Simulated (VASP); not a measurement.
Calculation: rev-vdW-DF2, VASP's PBE PAW potentials (set 64) (plane waves; VASP).

VASP ran on this input.

File KPOINTS:
```
Automatic mesh
0
Gamma
6 6 6
0 0 0
```

### INCAR
```
ENCUT = 520   ! plane-wave cut-off (eV)
EDIFF = 1E-7
ALGO = Normal
ISIF = 2   ! forces and stress, cell fixed
NELM = 100
PREC = Accurate
LCHARG = .FALSE.
LREAL = .FALSE.   ! projection in real space or not
LUSE_VDW = .TRUE.
PARAM2 = 0.7114
ISMEAR = 0   ! Gaussian
LWAVE = .FALSE.
AGGAC = 0.0
SIGMA = 0.05
LASPH = .TRUE.   ! aspherical one-centre terms
ZAB_VDW = -1.8867
GGA = MK
PARAM1 = 0.1234568
SYSTEM = Na2S
```

### POSCAR
```
Na2S
1
    0.0000000000     3.3252870349     3.3252870349
    3.3252870349     0.0000000000     3.3252870349
    3.3252870349     3.3252870349     0.0000000000
Na S
2 1
Direct
  0.2500000000   0.2500000000   0.2500000000
  0.7500000000   0.7500000000   0.7500000000
  0.0000000000   0.0000000000   0.0000000000
```

POTCAR, in this order: Na_pv S (PBE.64 set). Program: vasp_std.

Q: What will the output report for the number of irreducible k-points (NKPTS), largest plane-wave count, number of space-group operations, FFT grid (NGX, NGY, NGZ)?

A: 
```yaml
number of irreducible k-points (NKPTS): 16
largest_plane_wave_count: 2006
number_of_space_group_operations: 48
FFT grid (NGX, NGY, NGZ): 36 × 36 × 36
```

The compound is Na2S in the antifluorite structure. This cell is one point of a volume scan, at 1.06 of the reference volume.
